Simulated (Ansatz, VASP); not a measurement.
# Ta2Ge in two plane-wave programs, part 2 of 2

Wanted: the spread between two codes on one cell, functional and k mesh. The cell is invented: As first built, before any earlier steps moved the atoms (in the runner's words): it takes the W2C structure with all of its atoms replaced by other elements, volume scaled by an estimate. It may not be a known or stable phase. The cell is a member of a volume series, scaled by 0.94 from a relaxed one, so a pressure remains.

VASP 6.6.1 and Ansatz 0.2.0.

So far. Step 5 (VASP: single point, LDA, volume scaled by 0.96): The run ends at a pressure of 8.59 GPa, with forces up to 0.12 eV/Å. Step 6 (Ansatz: single point, LDA, volume scaled by 0.96): The run ends at a pressure of 7.98 GPa, with forces up to 0.11 eV/Å.

**8. Ansatz: single point, LDA, volume scaled by 0.98**

Level of this step: Ansatz beside VASP: Kohn-Sham DFT, plane waves, LDA (Ansatz).

With cell and atoms fixed, the geometry can't cause a difference; cores, projectors, grids and the points listed under the comparison can. The cell compared in this pair holds 49.15 Å³, against 48.15 Å³ for the pair before.

The cell is a member of a volume series, scaled by 0.98 from a relaxed one, so a pressure remains.

input.yaml

```yaml
crystal:
  lattice:
    - [4.5874200089, 0.0, 0.0]
    - [-2.2937100044, 3.9728222492, 0.0]
    - [0.0, 0.0, 2.6968201119]
  atoms:
    - { symbol: Ta, position: [0.33333333, 0.66666667, 0.7294796003] }
    - { symbol: Ta, position: [0.66666667, 0.33333333, 0.2705203997] }
    - { symbol: Ge, position: [0.0, 0.0, 0.0] }
hamiltonian:
  xc: lda
  pseudopotentials: { kind: paw }
kpoints:
  mp_grid: { grid: [6, 6, 8] }
scf:
  occupations: { method: methfessel_paxton, width: 0.2 }
  n_extra_bands: 4
output:
  forces: true
  stress: true
  eigenvalues: true
  write_density: true
  write_potential: true
  elf: true
  volumetric_format: npy
```

Launch:

```sh
ansatz run input.yaml --threads 2 --pin off --max-ram 4608MiB --backend cpu --events-out ev --progress --plain --runs-dir out
```

Numbers of over 12 decimals in the logs are rounded to 6 here.

Log:

```text
[...]
Crystal: 3 atoms, lattice volume = 49.150 Å³
Basis set: ecut = 420 eV, 951 PW (Γ)
Bands: 24, of which v1, the nominal top of the filled ones, is band 20 counted from 1 (19 counted from 0)
Symmetry: 12 space group operations
[...]
k-points: 44 of 288
[...]
--- Band table (eV; the first three rows and the last of 44) ---
  k-point 0: bands = [... 16 lower, 14.5998, 15.1730, 17.8669, 17.8669, 19.9005, 21.1834, 21.1834, 23.3728]
  k-point 1: bands = [... 16 lower, 15.3114, 15.9675, 17.4764, 17.4764, 20.2412, 20.5792, 20.5792, 22.7280]
  k-point 2: bands = [... 16 lower, 16.2318, 16.4816, 16.4816, 18.0305, 19.7721, 19.7721, 20.8486, 21.5272]
  k-point 43: bands = [... 16 lower, 13.9271, 17.1321, 17.1483, 18.5580, 18.5580, 19.7653, 19.7653, 22.2753]
[key lines of the parts left out:]
SCF converged after 6 iterations
Free energy (F): -23580.865561 eV
Fermi energy:    18.120629 eV
P = ⅓ Tr σ = 3.6540 GPa (36.540 kbar)
```

Wall time 3.8 s (2 threads of Arm Neoverse N1, shared host); peak memory 0.35 GiB; 6.9 s of CPU time.

The run ends at a pressure of 3.65 GPa, with forces up to 0.069 eV/Å.

**9. VASP: single point, LDA, volume scaled by 0.98**

The same cell, functional (in two slightly different forms), mesh and smearing now go to VASP, with its own data sets and cutoff.

INCAR

```
SYSTEM = Ta2Ge
PREC = Accurate
ENCUT = 410
EDIFF = 1E-06
NELM = 100
ISMEAR = 1
SIGMA = 0.2
LREAL = .FALSE.
ALGO = Normal
GGA = CA
LORBIT = 11
LWAVE = .FALSE.
LCHARG = .FALSE.
ISIF = 2
```

POSCAR

```
Ta2Ge
1.0
    4.5874200089      0.0000000000      0.0000000000
   -2.2937100044      3.9728222492      0.0000000000
    0.0000000000      0.0000000000      2.6968201119
Ta Ge
2 1
Direct
    0.3333333300      0.6666666700      0.7294796003
    0.6666666700      0.3333333300      0.2705203997
    0.0000000000      0.0000000000      0.0000000000
```

KPOINTS

```
Automatic mesh
0
Gamma
6 6 8
0 0 0
```

PAW data sets: Ta_pv and Ge_d (LDA family, release 64).

Launch:

```sh
mpirun -np 1 vasp_std
```

Log:

```text
[... set-up lines as in an earlier step ...]
 entering main loop
       N       E                     dE             d eps       ncg     rms          rms(c)
DAV:   1     0.282547707611E+03    0.28255E+03   -0.17539E+04  2166   0.293E+03
DAV:   2    -0.548117746345E+01   -0.28803E+03   -0.28237E+03  2020   0.619E+02
DAV:   3    -0.308855464099E+02   -0.25404E+02   -0.24686E+02  2308   0.131E+02
DAV:   4    -0.317186770783E+02   -0.83313E+00   -0.82237E+00  2338   0.230E+01
[...]
DAV:  10    -0.307707891608E+02    0.15069E-04   -0.12301E-04  2622   0.131E-01    0.276E-02
DAV:  11    -0.307707892222E+02   -0.61425E-07   -0.11078E-05  2516   0.469E-02    0.866E-03
DAV:  12    -0.307707890207E+02    0.20153E-06   -0.12547E-06  1622   0.120E-02
   1 F= -.30770789E+02 E0= -.30768450E+02  d E =-.701623E-02
```

From OUTCAR (step 9):

```text
  Total        0.8057509      0.8057509      2.2518718      0.0000000      0.0000000      0.0000000
  in kB       26.2658674     26.2658671     73.4065183      0.0000000      0.0000000      0.0000000
  external PRESSURE =      41.9794176 kB  Pullay stress =       0.0000000 kB

 POSITION                                       TOTAL-FORCE (eV/Angst)
 -----------------------------------------------------------------------------------
     -0.00000      2.64855      1.96728         0.000000     -0.000000     -0.079820
      2.29371      1.32427      0.72954        -0.000000      0.000000      0.079820
      0.00000      0.00000      0.00000         0.000000      0.000000      0.000000
 -----------------------------------------------------------------------------------
    total drift:                                0.000000      0.000000     -0.000000

  FREE ENERGIE OF THE ION-ELECTRON SYSTEM (eV)
  ---------------------------------------------------
  free  energy   TOTEN  =       -30.7707890207 eV

  energy  without entropy=      -30.7637727903  energy(sigma->0) =      -30.76845028

[... 1 part as in an earlier step ...]

[... 2 further parts left out ...]
[key lines of the parts left out:]
E-fermi :   7.0469
```

The run ends at a pressure of 4.20 GPa, with forces up to 0.080 eV/Å.

**10. Differences**

Compared:

| quantity | Ansatz | VASP | difference |
| --- | --- | --- | --- |
| pressure (GPa) | 3.65 | 4.20 | -0.54 |

Forces (eV/Å; atoms numbered as in POSCAR):

| atom | Ansatz x, y, z | VASP x, y, z |
| --- | --- | --- |
| Ta1 | 0.000, 0.000, -0.069 | 0.000, 0.000, -0.080 |
| Ta2 | 0.000, 0.000, 0.069 | 0.000, 0.000, 0.080 |
| Ge3 | 0.000, 0.000, 0.000 | 0.000, 0.000, 0.000 |

The forces differ by 4.9 meV/Å r.m.s., which is 13.0 % of the r.m.s. force of 0.04 eV/Å (both taken over all components).

**11. Results**

| Item | Value |
| --- | --- |
| r.m.s. force difference (single point, LDA, volume scaled by 0.94) | 5.8 meV/Å |
| difference in pressure (single point, LDA, volume scaled by 0.94) | -0.83 GPa |
| r.m.s. force difference (single point, LDA, volume scaled by 0.96) | 5.2 meV/Å |
| difference in pressure (single point, LDA, volume scaled by 0.96) | -0.61 GPa |
| r.m.s. force difference (single point, LDA, volume scaled by 0.98) | 4.9 meV/Å |
| difference in pressure (single point, LDA, volume scaled by 0.98) | -0.54 GPa |

In words: The difference in pressure is -0.83 GPa (single point, LDA, volume scaled by 0.94), within the 1 GPa picked in this series as the mark of a large difference. Such differences can come from data sets, numerical settings and the points named under the comparisons, not from the functional's error against experiment.

[Lines on the potential files, build, host, timing and source positions are cut from VASP's logs without a mark.]

[Logs are printed without paths, hosts, clocks, repeated set-up lines and the standing remarks that a program may print on its own settings, such as how far it seeks lower states.]

[Hosts, paths, dates, database ids (printed as entryN), source tags and the programs' standing remarks are cut or masked in the printed files.]
